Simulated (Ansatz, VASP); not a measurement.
CsMgF3 in VASP and in Ansatz

Contents of INCAR:

```
PREC     = Accurate       # precision mode
ENCUT    = 520            # plane-wave cutoff, eV
EDIFF    = 1E-7           # SCF threshold, eV
ISMEAR   = 0              # smearing method
SIGMA    = 0.05           # smearing width, eV
LREAL    = F              # projectors in reciprocal space
LASPH    = T              # aspherical terms in the spheres
NELM     = 100            # most SCF steps
ALGO     = Normal         # electronic algorithm
ISIF     = 2              # what is computed and relaxed
LWAVE    = F              # write WAVECAR
LCHARG   = T              # write CHGCAR
GGA      = CA             # functional
LELF     = T              # ELF
LVHAR    = T            
NBANDS   = 24             # bands
```

The input KPOINTS:

```
Automatic mesh
0
Gamma
  6 6 6
```

Contents of POSCAR:

```
CsMgF3
1.0
    4.2523070000      0.0000000000      0.0000000000
    0.0000000000      4.2523070000      0.0000000000
    0.0000000000      0.0000000000      4.2523070000
Cs Mg F
1 1 3
Direct
    0.0000000000      0.0000000000      0.0000000000
    0.5000000000      0.5000000000      0.5000000000
    0.0000000000      0.5000000000      0.5000000000
    0.5000000000      0.0000000000      0.5000000000
    0.5000000000      0.5000000000      0.0000000000
```

Input for Ansatz:

```yaml
crystal:
  lattice:
    - [4.252307, 0.0, 0.0]
    - [0.0, 4.252307, 0.0]
    - [0.0, 0.0, 4.252307]
  atoms:
    - { symbol: Cs, position: [0.0, 0.0, 0.0] }
    - { symbol: Mg, position: [0.5, 0.5, 0.5] }
    - { symbol: F, position: [0.0, 0.5, 0.5] }
    - { symbol: F, position: [0.5, 0.0, 0.5] }
    - { symbol: F, position: [0.5, 0.5, 0.0] }
basis:
  ecutwfc: 420
kpoints:
  mp_grid: { grid: [6, 6, 6] }
hamiltonian:
  xc: lda
scf:
  occupations: { method: gaussian, width: 0.05 }
output:
  forces: true
  stress: true
  eigenvalues: true
```

The cell comes from a database or a generator and needn't be the stable form of this composition.

Alike in both runs: task single point; functional LDA; k mesh 6 × 6 × 6; occupations gaussian, width 0.05 eV; no spin polarisation.

|  | VASP | Ansatz |
| --- | --- | --- |
| version | VASP 6.6.1 | Ansatz 0.2.0 |
| potentials or method | VASP PAW LDA potentials, release 64 (Cs_sv, Mg, F) | scalar-relativistic, plane waves, PAW |
| plane-wave cutoff (eV) | 520 | 420 |
| valence electrons in the cell | 32 | 40 |

VASP gave:

| Property | Result |
| --- | --- |
| gap on the k mesh at the Fermi level (eV) | 6.35 |
| least direct gap on the mesh (eV) | 6.35 |
| pressure (GPa) | -7.3 |

Problem. Estimate Ansatz's values.

Solution. gap on the k mesh at the Fermi level (eV): 6.38; least direct gap on the mesh (eV): 6.38; pressure (GPa): -6.8.

The two sets of potentials don't hold the same shells in valence.

Caveats: spin-orbit coupling is left out, which moves the levels of the heavy elements. As with any semilocal functional, this LDA gap is likely too small. A k mesh can miss the band edges.
